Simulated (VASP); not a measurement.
# H3CCl: band gap by level of theory

```yaml
crystal:
  lattice:
    - [12.76707, 0.00000, 0.00000]
    - [0.00000, 13.26707, 0.00000]
    - [0.00000, 0.00000, 13.76707]
  atoms:
    - { symbol: C, position: [0.49704, 0.51348, 0.49492] }
    - { symbol: Cl, position: [0.53195, 0.39889, 0.55482] }
    - { symbol: H, position: [0.55523, 0.57099, 0.51352] }
    - { symbol: H, position: [0.41913, 0.53623, 0.51997] }
    - { symbol: H, position: [0.49649, 0.49980, 0.41647] }
```

```csv
rung,level,program and potentials,cutoff (eV),k mesh,band gap (eV),notes
LDA,LDA,"VASP, LDA PAW files C, Cl, H, 400 eV",400,1 × 1 × 1,6.25,-
GGA,PBE,"VASP, PBE PAW files C, Cl, H, 400 eV",400,1 × 1 × 1,6.23,-
GGA,PBEsol,"VASP, PBE PAW files C, Cl, H, 400 eV",400,1 × 1 × 1,6.26,potentials made for PBE
GGA,RPBE,"VASP, PBE PAW files C, Cl, H, 400 eV",400,1 × 1 × 1,6.17,potentials made for PBE
non-local van der Waals functional,optB86b-vdW,"VASP, PBE PAW files C, Cl, H, 400 eV",400,1 × 1 × 1,6.07,potentials made for PBE
non-local van der Waals functional,rev-vdW-DF2,"VASP, PBE PAW files C, Cl, H, 400 eV",400,1 × 1 × 1,6.09,potentials made for PBE
meta-GGA + dispersion,r2SCAN+rVV10,"VASP, PBE PAW files C, Cl, H, 400 eV",400,1 × 1 × 1,7.02,potentials made for PBE
```

Task: single point. All rows: no spin polarisation. Gaps are the least found on the k mesh or the band path, and a mesh can miss the band edges. The cell was made for these runs and isn't a measured one. All levels ran on this one cell, unrelaxed unless noted. Meshes are those of the run's cell of 5 atoms unless a note names another. Runs on faulty files, with rough fits or with known faults for this quantity aren't shown. No row holds spin-orbit coupling.

By rung: LDA 6.25; GGA 6.17 to 6.26; non-local van der Waals functional 6.07 to 6.09; meta-GGA + dispersion 7.02 (eV).
